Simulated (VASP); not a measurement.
Calculation: PBE GGA, VASP's PBE PAW potentials (set 64) (plane waves; VASP 6.6.1).

VASP input:

**KPOINTS**
```
Automatic mesh
0
Gamma
8 8 8
0 0 0
```

### INCAR
```
LASPH = .True.
ISMEAR = 0
SIGMA = 0.05
LCHARG = .False.
ISIF = 2
SYSTEM = MgO
PREC = Accurate
NELM = 100   ! most electronic steps
ALGO = Normal   ! blocked Davidson
EDIFF = 1E-6
LREAL = .False.   ! projection in real space or not
ENCUT = 520   ! plane-wave cut-off (eV)
GGA = PE   ! PBE
LWAVE = .False.
```

File POSCAR:
```
MgO
1
    0.0000000000     2.1471000000     2.1471000000
    2.1471000000     0.0000000000     2.1471000000
    2.1471000000     2.1471000000     0.0000000000
Mg O
1 1
Direct
  0.0000000000   0.0000000000   0.0000000000
  0.5000000000   0.5000000000   0.5000000000
```

POTCAR, in this order: Mg O (PBE.64 set). Program: vasp_std.

The run wrote:

OUTCAR:
```
 ion  position               nearest neighbor table
   1  0.000  0.000  0.000-   2 2.15   2 2.15   2 2.15   2 2.15   2 2.15   2 2.15
   2  0.500  0.500  0.500-   1 2.15   1 2.15   1 2.15   1 2.15   1 2.15   1 2.15
  LATTYP: Found a face centered cubic cell.
 ALAT       =     4.2942000000
 Subroutine PRICEL returns:
 Original cell was already a primitive cell.
 Subroutine GETGRP returns: Found 48 space group operations
The static configuration has the point symmetry O_h .
The dynamic configuration has the point symmetry O_h .
 Subroutine INISYM returns: Found 48 space group operations
 Subroutine IBZKPT returns following result:
 Found     29 irreducible k-points:

 Following reciprocal coordinates:
            Coordinates               Weight
  0.000000  0.000000  0.000000      1.000000
  0.125000  0.000000  0.000000      8.000000
  0.250000  0.000000  0.000000      8.000000
  0.375000  0.000000  0.000000      8.000000
  0.500000  0.000000  0.000000      4.000000
  0.125000  0.125000  0.000000      6.000000
  0.250000  0.125000  0.000000     24.000000
  0.375000  0.125000  0.000000     24.000000
  0.500000  0.125000  0.000000     24.000000
 -0.375000  0.125000  0.000000     24.000000
 -0.250000  0.125000  0.000000     24.000000
 -0.125000  0.125000  0.000000     12.000000
  0.250000  0.250000  0.000000      6.000000
  0.375000  0.250000  0.000000     24.000000
  0.500000  0.250000  0.000000     24.000000
 -0.375000  0.250000  0.000000     24.000000
 -0.250000  0.250000  0.000000     12.000000
  0.375000  0.375000  0.000000      6.000000
  0.500000  0.375000  0.000000     24.000000
 -0.375000  0.375000  0.000000     12.000000
  0.500000  0.500000  0.000000      3.000000
  0.375000  0.250000  0.125000     24.000000
  0.500000  0.250000  0.125000     48.000000
 -0.375000  0.250000  0.125000     24.000000
  0.500000  0.375000  0.125000     24.000000
 -0.375000  0.375000  0.125000     48.000000
 -0.250000  0.375000  0.125000     24.000000
 -0.375000  0.500000  0.125000     12.000000
 -0.250000  0.500000  0.250000      6.000000
   k-points           NKPTS =     29   k-points in BZ     NKDIM =     29   number of bands    NBANDS=      8
   number of dos      NEDOS =    301   number of ions     NIONS =      2
   total plane-waves  NPLWV =  13824
   dimension x,y,z NGX =    24 NGY =   24 NGZ =   24
   dimension x,y,z NGXF=    48 NGYF=   48 NGZF=   48
   ions per type =               1   1
   PREC   = accura    normal or accurate (medium, high low for compatibility)
   ISTART =      0    job   : 0-new  1-cont  2-samecut
   ICHARG =      2    charge: 1-file 2-atom 10-const
   ISPIN  =      1    spin polarized calculation?
   LNONCOLLINEAR =      F non collinear calculations
   LSORBIT =      F    spin-orbit coupling
   INIWAV =      1    electr: 0-lowe 1-rand  2-diag
   ENCUT  =  520.0 eV  38.22 Ry    6.18 a.u.   5.65  5.65  5.65*2*pi/ulx,y,z
   NELM   =    100;   NELMIN=  2; NELMDL= -5     # of ELM steps
   EDIFF  = 0.1E-05   stopping-criterion for ELM
   LREAL  =      F    real-space projection
   NLSPLINE    = F    spline interpolate recip. space projectors
   LMAXMIX     =    2 max onsite mixed and CHGCAR
   VOSKOWN=      0    Vosko Wilk Nusair interpolation
   EDIFFG = 0.1E-04   stopping-criterion for IOM
   NSW    =      0    number of steps for IOM
   NBLOCK =      1;   KBLOCK =      1    inner block; outer block
   IBRION =     -1    ionic relax: 0-MD 1-quasi-New 2-CG
   NFREE  =      0    steps in history (QN), initial steepest desc. (CG)
   ISIF   =      2    stress and relaxation
   ISYM   =      2    0-nonsym 1-usesym 2-fastsym
   TEIN   =    0.0    initial temperature
   TEBEG  =    0.0;   TEEND  =   0.0 temperature during run
   SMASS  =  -3.00    Nose mass-parameter (am)
...
```

**OSZICAR**
```
       N       E                     dE             d eps       ncg     rms          rms(c)
DAV:   1     0.141116398274E+02    0.14112E+02   -0.46683E+03   528   0.873E+02
DAV:   2    -0.130669680100E+02   -0.27179E+02   -0.26030E+02   560   0.145E+02
DAV:   3    -0.134584106604E+02   -0.39144E+00   -0.39144E+00   600   0.200E+01
DAV:   4    -0.134589564141E+02   -0.54575E-03   -0.54575E-03   608   0.740E-01
DAV:   5    -0.134589567478E+02   -0.33375E-06   -0.33375E-06   600   0.158E-02    0.718E+00
DAV:   6    -0.119272157347E+02    0.15317E+01   -0.10571E+01   464   0.225E+01    0.238E+00
DAV:   7    -0.119090292903E+02    0.18186E-01   -0.67312E-02   488   0.289E+00    0.133E+00
DAV:   8    -0.119027580305E+02    0.62713E-02   -0.28153E-02   480   0.250E+00    0.173E-01
DAV:   9    -0.119026190384E+02    0.13899E-03   -0.46985E-04   640   0.198E-01    0.788E-02
DAV:  10    -0.119027337328E+02   -0.11469E-03   -0.14884E-04   472   0.129E-01    0.545E-03
DAV:  11    -0.119027339123E+02   -0.17949E-06   -0.15577E-06   584   0.104E-02
   1 F= -.11902734E+02 E0= -.11902734E+02  d E =-.971588E-21
```

### OUTCAR
```
------------------------ aborting loop because EDIFF is reached ----------------------------------------
  FORCE on cell =-STRESS in cart. coord.  units (eV):
  Direction    XX          YY          ZZ          XY          YZ          ZX
  --------------------------------------------------------------------------------------
  Total       -0.5883008     -0.5883008     -0.5883008      0.0000000      0.0000000      0.0000000
  in kB      -47.6127454    -47.6127454    -47.6127454      0.0000000      0.0000000      0.0000000
  external PRESSURE =     -47.6127454 kB  Pullay stress =       0.0000000 kB
  volume of cell :       19.80
      direct lattice vectors                 reciprocal lattice vectors
     0.000000000  2.147100000  2.147100000    -0.232872246  0.232872246  0.232872246
     2.147100000  0.000000000  2.147100000     0.232872246 -0.232872246  0.232872246
     2.147100000  2.147100000  0.000000000     0.232872246  0.232872246 -0.232872246
  FREE ENERGIE OF THE ION-ELECTRON SYSTEM (eV)
  ---------------------------------------------------
  free  energy   TOTEN  =       -11.9027339123 eV

  energy  without entropy=      -11.9027339123  energy(sigma->0) =      -11.90273391
```
(Selected blocks of OUTCAR.)

The compound is MgO in the rock salt structure. The cell was not relaxed at this level.
